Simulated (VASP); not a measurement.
Given:

```
CELL_PARAMETERS angstrom
      2.26977    -3.93136     0.00000
      2.26977     3.93136     0.00000
      0.00000     0.00000     7.38664
ATOMIC_POSITIONS crystal
  Mg 0.66667 0.33333 0.49983
  Mg 0.33333 0.66667 0.99983
  Te 0.66667 0.33333 0.87617
  Te 0.33333 0.66667 0.37617
```

Calculation: PBE GGA with D3 dispersion (Becke-Johnson damping), VASP's PBE PAW potentials (set 64) (plane waves; VASP). Settings: 520 eV cut-off, Gaussian smearing of 0.050 eV, potentials Mg Te.

Unless said otherwise, spin-orbit coupling is left out, though it shifts the bands of the heavy elements here.

Problem. Predict the band gap (along the path) with the smallest direct gap where there is one.

Solution. 
The band gap (along the path) comes out as 2.57 eV and the smallest direct gap (along the path) is 2.57 eV.

Only differences to runs with the same potentials and settings are physical.

The compound is MgTe in the wurtzite structure. It was relaxed first.
